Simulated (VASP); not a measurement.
Input:

```
CELL_PARAMETERS angstrom
      3.22219     0.00000     0.00000
      0.00000     3.22219     0.00000
      0.00000     0.00000     3.22219
ATOMIC_POSITIONS crystal
  Zr 0.00000 0.00000 0.00000
  P  0.50000 0.50000 0.50000
```

The numbers are results of PBEsol GGA, VASP's PBE PAW potentials (set 64) (plane waves; VASP), not measurements. Numerical set-up: 400 eV cut-off, 13×13×13 Γ-centred mesh, tetrahedra with Blöchl corrections, potentials Zr_sv P.

Predict the energy per atom (σ→0), band gap (on the k-mesh) with the smallest direct gap where there is one.

```yaml
band gap (on the k-mesh): none (metal, semimetal or under 0.01 eV)
energy per atom (σ→0): -8.475 eV/atom
```

Only differences to runs with the same potentials and settings are physical.

The structure was generated: ZrP was put into the CsCl type type (Pm-3m), which need not be its known phase. It was relaxed first, which changed the volume by -32 %. The electron count is odd and the run is not spin-polarised, which forces a metal.
